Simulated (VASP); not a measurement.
Shape and ions are relaxed at each volume.

Energy against volume of La2O3 (a-type). Method: vdW-DF2, VASP's PBE PAW potentials (set 64) (plane waves; VASP).

```json
[
 {"V (Å³/atom)": "16.553", "E (eV/atom)": "-6.49371"},
 {"V (Å³/atom)": "17.081", "E (eV/atom)": "-6.51148"},
 {"V (Å³/atom)": "17.609", "E (eV/atom)": "-6.51732"},
 {"V (Å³/atom)": "18.138", "E (eV/atom)": "-6.51279"},
 {"V (Å³/atom)": "18.666", "E (eV/atom)": "-6.49949"}
]
```

### Question
Fit a third-order Birch-Murnaghan equation of state.

### Answer

| Quantity | Result |
|---|---|
| volume per atom | 17.63 Å^3/atom |
| bulk modulus | 103 GPa |
| pressure derivative of the bulk modulus | 4.10 |

Measured: bulk modulus 113 GPa at 300 K (computed value off by -8.6 %), as given by Juan A. Santana et al., The Journal of Chemical Physics (2016), arXiv:1608.06321. The calculation is for a static lattice, while the measured bulk modulus holds thermal and zero-point effects, which are part of the difference.

The compound is La2O3 in the a-type structure. It was relaxed first, which changed the volume by +7 %.
